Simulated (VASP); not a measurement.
SiC:

```
CELL_PARAMETERS angstrom
3.09310 0.00000 0.00000
-1.54655 2.67870 0.00000
0.00000 0.00000 10.12608
ATOMIC_POSITIONS crystal
Si 0.66667 0.33333 0.93785
Si 0.33333 0.66667 0.43785
Si 0.00000 0.00000 0.68790
Si 0.00000 0.00000 0.18790
C 0.66667 0.33333 0.74981
C 0.33333 0.66667 0.24981
C 0.00000 0.00000 0.50045
C 0.00000 0.00000 0.00045
```

The cell is a database's computed one.

Program: VASP 6.6.1. Alike in all runs: potentials or basis VASP PAW PBE potentials, release 64 (Si, C); no spin polarisation; cell as given; cutoff (eV) 450; smearing gaussian 0.02 eV.

Task: Order these runs on this cell by their band gap on the k mesh, lowest first.
A. level HSE06; k mesh 8 × 8 × 4; further INCAR settings ALGO = Normal; EDIFF = 1e-06; grid for exact exchange (PRECFOCK) Fast; screening parameter 0.2 1/A
B. level PBE; k mesh 12 × 12 × 4; further INCAR settings ALGO = Fast; EDIFF = 1e-08; IBRION = 8
C. level r2SCAN; k mesh 12 × 12 × 4; further INCAR settings ALGO = Normal; EDIFF = 1e-06

Result: B (2.22 eV), C (2.60 eV), A (3.16 eV).

A k mesh can miss the band edges.
